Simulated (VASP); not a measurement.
Calculation: PBE GGA, VASP's PBE PAW potentials (set 64) (plane waves; VASP).

Input for VASP

INCAR:
```
SYSTEM = PW
PREC = Accurate
ENCUT = 400
EDIFF = 1E-6
NELM = 100
ALGO = Normal
LREAL = .FALSE.
LASPH = .TRUE.
ISMEAR = 0
SIGMA = 0.05
GGA = PE
LMAXMIX = 6
LWAVE = .FALSE.
LCHARG = .FALSE.
ISIF = 2
```

**KPOINTS**
```
Automatic
0
gamma
7 7 6
0 0 0
```

File POSCAR:
```
PW
10.1320560
  0.1892122389  -0.5000000000   0.0000000000
  0.1892122389   0.5000000000   0.0000000000
  0.0000000000   0.0000000000   0.3728843386
P W
2 2
Cart
  0.1892122389  -0.0640000000   0.0932210846
  0.1892122389   0.0640000000   0.2796632539
  0.1892122389  -0.3547500000   0.0932210846
  0.1892122389   0.3547500000   0.2796632539
```

POTCAR, in this order: P W_sv (PBE.64 set). Program: vasp_std.

Gaps are read on the run's mesh, which can miss a band edge. Unless said otherwise, spin-orbit coupling is left out, though it shifts the bands of the heavy elements here.

### Question
Predict the energy per atom (σ→0), pressure, largest force, band gap (on the k-mesh).

### Answer

The energy per atom (σ→0) is -7.879 eV/atom and the band gap (on the k-mesh) is none (metal, semimetal or under 0.01 eV). The pressure is -28.31 GPa and the largest force comes out as 2.645 eV/Å.

### OSZICAR
```
...
DAV:   7    -0.315540405948E+02    0.34368E+00   -0.30313E+00  3671   0.740E+00    0.386E+00
DAV:   8    -0.315200092629E+02    0.34031E-01   -0.23708E-01  3689   0.269E+00    0.506E-01
DAV:   9    -0.315180796993E+02    0.19296E-02   -0.20069E-02  4532   0.637E-01    0.216E-01
DAV:  10    -0.315180235494E+02    0.56150E-04   -0.15123E-03  3893   0.318E-01    0.775E-02
DAV:  11    -0.315180625344E+02   -0.38985E-04   -0.19810E-04  4562   0.881E-02    0.184E-02
DAV:  12    -0.315180572217E+02    0.53127E-05   -0.34509E-05  3335   0.227E-02    0.627E-03
DAV:  13    -0.315180567799E+02    0.44177E-06   -0.25897E-06  2937   0.102E-02
   1 F= -.31518057E+02 E0= -.31514645E+02  d E =-.682434E-02
```

The structure was generated: PW was put into the CrB type (Cmcm), which need not be its known phase. The cell was not relaxed at this level. The run is one of a series of settings (KPOINTS 7×7×6 Γ-centred mesh against the base run), some of them coarse on purpose.
